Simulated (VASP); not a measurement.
**InB3: relaxation of cell and atoms with PBE**

Crystal: InB3.

```
In B
1.0
     3.57802    0.00000    0.00000
     0.00000    3.57802    0.00000
     0.00000    0.00000    3.57802
In B
1 3
Direct
  0.00000 0.00000 0.00000
  0.00000 0.50000 0.50000
  0.50000 0.00000 0.50000
  0.50000 0.50000 0.00000
```

The cell was built by a generator and needn't be a form met in nature.

The cell isn't the ideal one: species swapped into the Pr3Sn type (Pm-3m, No. 221).

| Quantity | Value |
| --- | --- |
| Program | VASP 6.6.1 |
| Task | relaxation of cell and atoms |
| Functional | PBE |
| Potentials or basis | VASP PAW PBE potentials, release 64 (In_d, B) |
| Cutoff | 600 eV |
| k mesh | 14 × 14 × 14 |
| Occupations | gaussian, width 0.1 eV |
| Spin | no spin polarisation |
| Dipole correction | no |
| Further INCAR settings | ALGO = Normal; EDIFF = 1e-06; IBRION = 2; EDIFFG = -0.01; NSW = 100; ISIF = 3 |

The relaxed volume is 11.52 Å³/atom and the relaxed cell is a = 3.585 Å, b = 3.585 Å, c = 3.585 Å, α = 90.00°, β = 90.00°, γ = 90.00°. The space group after relaxing (to 0.05 Å) is Pm-3m (No. 221), the energy gained by relaxing is 0.1 meV/atom and the ionic steps are 2. The pressure after relaxing is -0.1 GPa and the band gap on the k mesh is none (metal or under the smearing width).

Step by step:
```csv
step,energy change (eV),largest force (eV/Å),pressure (GPa),volume (Å³)
1,0.0000,0.0000,0.54,45.81
2,-0.0004,0.0000,-0.07,46.06
```

Final structure:
```
CELL_PARAMETERS angstrom
3.58465 0.00000 0.00000
0.00000 3.58465 0.00000
0.00000 0.00000 3.58465
ATOMIC_POSITIONS crystal
In 0.00000 0.00000 0.00000
B 0.00000 0.50000 0.50000
B 0.50000 0.00000 0.50000
B 0.50000 0.50000 0.00000
```

Levels at points of the mesh, in eV from the Fermi level:
```csv
k point,band 9,band 10,band 11,band 12,band 13,band 14
"(0.00, 0.00, 0.00)",-3.94,-1.91,-1.91,0.97,2.70,2.70
"(0.50, 0.00, 0.00)",-1.13,-1.13,-0.86,-0.86,0.97,1.48
"(0.50, 0.50, 0.00)",-7.26,1.03,1.22,1.22,1.73,1.81
"(0.50, 0.50, 0.50)",-5.38,-4.88,-4.88,-4.88,-2.96,6.43
```

Wall time 88 s on 1 thread of Intel(R) Xeon(R) Platinum 8375C CPU @ 2.90GHz (Ice Lake), on a shared host, peak memory 0.25 GiB.
